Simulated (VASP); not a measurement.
These are RPBE GGA, VASP's PBE PAW potentials (set 64) (plane waves; VASP) values and carry that method's errors.

VASP input:

File POSCAR:
```
BAs
1
    0.0000000000     2.4235950113     2.4235950113
    2.4235950113     0.0000000000     2.4235950113
    2.4235950113     2.4235950113     0.0000000000
B As
1 1
Direct
  0.0000000000   0.0000000000   0.0000000000
  0.2500000000   0.2500000000   0.2500000000
```

KPOINTS:
```
k-points along high-symmetry lines
15
Line-mode
Reciprocal
  0.000000   0.000000   0.000000 ! GAMMA
 -0.500000  -0.500000   0.000000 ! X

 -0.500000  -0.500000   0.000000 ! X
 -0.375000  -0.375000   0.250000 ! U

 -0.375000  -0.000000   0.375000 ! K
  0.000000   0.000000   0.000000 ! GAMMA

  0.000000   0.000000   0.000000 ! GAMMA
 -0.000000  -0.000000   0.500000 ! L

 -0.000000  -0.000000   0.500000 ! L
 -0.500000  -0.250000   0.250000 ! W

 -0.500000  -0.250000   0.250000 ! W
 -0.500000  -0.500000   0.000000 ! X
```

**INCAR**
```
ALGO=Normal
EDIFF=1E-7
ENCUT=520
GGA=RP
ICHARG=11
ISMEAR=0
LASPH=T
LCHARG=F
LMAXMIX=4
LORBIT=11
LREAL=F
LWAVE=F
NELM=100
PREC=Accurate
SIGMA=0.05
SYSTEM=BAs
```

POTCAR, in this order: B As (PBE.64 set). Program: vasp_std. Read from the step before: CHGCAR.

Output of the run:

**OSZICAR**
```
       N       E                     dE             d eps       ncg     rms          rms(c)
DAV:   1     0.164770552216E+02    0.16477E+02   -0.39639E+03  1440   0.876E+02
DAV:   2    -0.838300627902E+01   -0.24860E+02   -0.23757E+02  2168   0.104E+02
DAV:   3    -0.875380782006E+01   -0.37080E+00   -0.37080E+00  1832   0.168E+01
DAV:   4    -0.875435788728E+01   -0.55007E-03   -0.55007E-03  2000   0.646E-01
DAV:   5    -0.875435827728E+01   -0.39001E-06   -0.39001E-06  1800   0.143E-02
DAV:   6    -0.875435827864E+01   -0.13566E-08   -0.13565E-08  2088   0.559E-04
   1 F= -.87543583E+01 E0= -.87543583E+01  d E =-.148907E-17
```

File OUTCAR:
```
 val. band max:        5.7566310923   @ k =   0.0000   0.0000   0.0000

 cond. band min:       7.0133714167   @ k =  -0.3929  -0.3929   0.0000



 k-point     1 :       0.0000    0.0000    0.0000
  band No.  band energies     occupation
      1      -9.2550      2.00000
      2       5.7566      2.00000
      3       5.7566      2.00000
      4       5.7566      2.00000
      5       8.9804      0.00000
      6       8.9804      0.00000
      7       8.9804      0.00000
      8       9.9200      0.00000

 k-point     2 :      -0.0357   -0.0357    0.0000
  band No.  band energies     occupation
      1      -9.2280      2.00000
      2       5.6007      2.00000
      3       5.6274      2.00000
      4       5.6274      2.00000
      5       8.8961      0.00000
      6       9.1394      0.00000
      7       9.1394      0.00000
      8      10.0766      0.00000

 k-point     3 :      -0.0714   -0.0714    0.0000
  band No.  band energies     occupation
      1      -9.1474      2.00000
      2       5.1835      2.00000
      3       5.3002      2.00000
      4       5.3002      2.00000
      5       8.7036      0.00000
      6       9.5551      0.00000
      7       9.5551      0.00000
      8      10.4336      0.00000

 k-point     4 :      -0.1071   -0.1071    0.0000
  band No.  band energies     occupation
      1      -9.0134      2.00000
      2       4.5997      2.00000
      3       4.8768      2.00000
      4       4.8768      2.00000
      5       8.4613      0.00000
      6      10.1246      0.00000
      7      10.1246      0.00000
      8      10.8202      0.00000

 k-point     5 :      -0.1429   -0.1429    0.0000
  band No.  band energies     occupation
      1      -8.8266      2.00000
      2       3.9217      2.00000
      3       4.4245      2.00000
      4       4.4245      2.00000
      5       8.1972      0.00000
      6      10.7787      0.00000
      7      10.7787      0.00000
      8      11.0763      0.00000
...
```

The density is held fixed in this step, so its total energy and stress have no physical meaning.

The compound is BAs in the zinc blende structure. It was relaxed first.
